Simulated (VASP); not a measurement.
Method: PBEsol GGA, VASP's PBE PAW potentials (set 64) (plane waves; VASP).

Input for VASP

**INCAR**
```
# general
SYSTEM  = GaN
PREC    = Accurate
ENCUT   = 620
LREAL   = .FALSE.
LASPH   = .TRUE.   # aspherical one-centre terms

# electronic loop
EDIFF   = 1E-6   # SCF stop (eV)
NELM    = 100
ALGO    = Normal   # blocked Davidson
LMAXMIX = 4

# smearing
ISMEAR  = 0
SIGMA   = 0.05   # width (eV)

# functional
GGA     = PS   # PBEsol

# ions
IBRION  = 2
NSW     = 40
ISIF    = 3   # ions, shape and volume
EDIFFG  = -0.02   # ionic stop
PSTRESS = 300

# output
LWAVE   = .FALSE.
LCHARG  = .FALSE.
```

File KPOINTS:
```
Automatic
0
gamma
 11 11 11
0 0 0
```

### POSCAR
```
GaN
1.0
  0.0000000000   2.1584169018   2.1584169018
  2.1584169018   0.0000000000   2.1584169018
  2.1584169018   2.1584169018   0.0000000000
Ga N
1 1
Cartesian
  0.0000000000   0.0000000000   0.0000000000
  1.0792084509   1.0792084509   1.0792084509
```

POTCAR, in this order: Ga_d N (PBE.64 set). Program: vasp_std.

The resulting files:

### OSZICAR
```
       N       E                     dE             d eps       ncg     rms          rms(c)
DAV:   1     0.895719308909E+02    0.89572E+02   -0.10881E+04  1608   0.291E+03
DAV:   2    -0.769955009023E+01   -0.97271E+02   -0.92005E+02  1626   0.386E+02
DAV:   3    -0.148597716983E+02   -0.71602E+01   -0.71147E+01  1641   0.946E+01
DAV:   4    -0.149688668770E+02   -0.10910E+00   -0.10902E+00  1695   0.125E+01
DAV:   5    -0.149705093189E+02   -0.16424E-02   -0.16424E-02  1629   0.143E+00    0.774E+00
DAV:   6    -0.129382288611E+02    0.20323E+01   -0.51413E+00  2249   0.551E+01    0.269E+00
DAV:   7    -0.129271063019E+02    0.11123E-01   -0.41701E-01  1461   0.728E+00    0.176E+00
DAV:   8    -0.129068284592E+02    0.20278E-01   -0.46642E-02  1887   0.405E+00    0.495E-01
DAV:   9    -0.129038665071E+02    0.29620E-02   -0.13809E-02  2193   0.339E+00    0.122E-01
DAV:  10    -0.129039153008E+02   -0.48794E-04   -0.99704E-04  1728   0.537E-01    0.263E-02
DAV:  11    -0.129039156461E+02   -0.34527E-06   -0.79652E-05  2083   0.133E-01    0.162E-02
DAV:  12    -0.129039164010E+02   -0.75488E-06   -0.51724E-06  1616   0.300E-02
   1 F= -.91382082E+01 E0= -.91382082E+01  d E =-.913821E+01
```

### OUTCAR
```
------------------------ aborting loop because EDIFF is reached ----------------------------------------
  FORCE on cell =-STRESS in cart. coord.  units (eV):
  Direction    XX          YY          ZZ          XY          YZ          ZX
  --------------------------------------------------------------------------------------
  Total        3.7272376      3.7272376      3.7272376     -0.0000000     -0.0000000      0.0000000
  in kB      296.9351903    296.9351903    296.9351903     -0.0000000     -0.0000000      0.0000000
  external PRESSURE =      -3.0648097 kB  Pullay stress =     300.0000000 kB
  volume of cell :       20.11
      direct lattice vectors                 reciprocal lattice vectors
     0.000000000  2.158416902  2.158416902    -0.231651262  0.231651262  0.231651262
     2.158416902  0.000000000  2.158416902     0.231651262 -0.231651262  0.231651262
     2.158416902  2.158416902  0.000000000     0.231651262  0.231651262 -0.231651262
  FREE ENERGIE OF THE ION-ELECTRON SYSTEM (eV)
  ---------------------------------------------------
  free  energy   TOTEN  =       -12.9039164010 eV

  energy  without entropy=      -12.9039164010  energy(sigma->0) =      -12.90391640
  enthalpy is  TOTEN    =        -9.1382081717 eV   P V=        3.7657082293

 reached required accuracy - stopping structural energy minimisation
```
(Selected blocks of OUTCAR.)

The structure was generated: GaN was put into the zinc blende type (F-43m), which need not be its known phase. It was relaxed first under an external pressure of 30 GPa.
